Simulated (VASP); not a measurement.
These are RPBE GGA, VASP's PBE PAW potentials (set 64) (plane waves; VASP 6.6.1) values and carry that method's errors.

VASP input:

**INCAR**
```
ALGO=Normal
EDIFF=1E-7
EDIFFG=-0.01
ENCUT=520
GGA=RP
IBRION=2
ISIF=4
ISMEAR=1
LASPH=.True.
LCHARG=.False.
LMAXMIX=6
LREAL=.False.
LWAVE=.False.
NELM=100
NSW=30
PREC=Accurate
SIGMA=0.1
SYSTEM=WC
```

File POSCAR:
```
WC
1
    1.4679711901    -2.5426007623     0.0000000000
    1.4679711901     2.5426007623     0.0000000000
    0.0000000000     0.0000000000     2.8588434321
W C
1 1
Direct
  0.0000000000   0.0000000000   0.0000000000
  0.3333330000   0.6666670000   0.5000000000
```

### KPOINTS
```
Automatic mesh
0
Gamma
14 14 13
0 0 0
```

POTCAR, in this order: W_sv C (PBE.64 set). Program: vasp_std.

Unless said otherwise, spin-orbit coupling is left out, though it shifts the bands of the heavy elements here.

What does the run give for the energy per atom (σ→0), band gap (on the k-mesh)?

- energy per atom (σ→0) = -10.704 eV/atom
- band gap (on the k-mesh) = none (metal, semimetal or under 0.01 eV)

OSZICAR:
```
...
       N       E                     dE             d eps       ncg     rms          rms(c)
DAV:   1    -0.214077425511E+02   -0.27704E-03   -0.75128E-03  4383   0.104E+00    0.725E-02
DAV:   2    -0.214075935944E+02    0.14896E-03   -0.31621E-04  4653   0.177E-01    0.390E-02
DAV:   3    -0.214075376314E+02    0.55963E-04   -0.11189E-04  4708   0.977E-02    0.125E-02
DAV:   4    -0.214075368749E+02    0.75654E-06   -0.51024E-06  4858   0.221E-02    0.566E-03
DAV:   5    -0.214075366340E+02    0.24088E-06   -0.45239E-07  4588   0.660E-03    0.121E-03
DAV:   6    -0.214075365800E+02    0.54030E-07   -0.56871E-08  2244   0.249E-03
   3 F= -.21407537E+02 E0= -.21407571E+02  d E =-.439694E-04
```

The compound is WC in the wc structure. This run relaxes it. Symmetry was kept, so distortions that lower it aren't found.
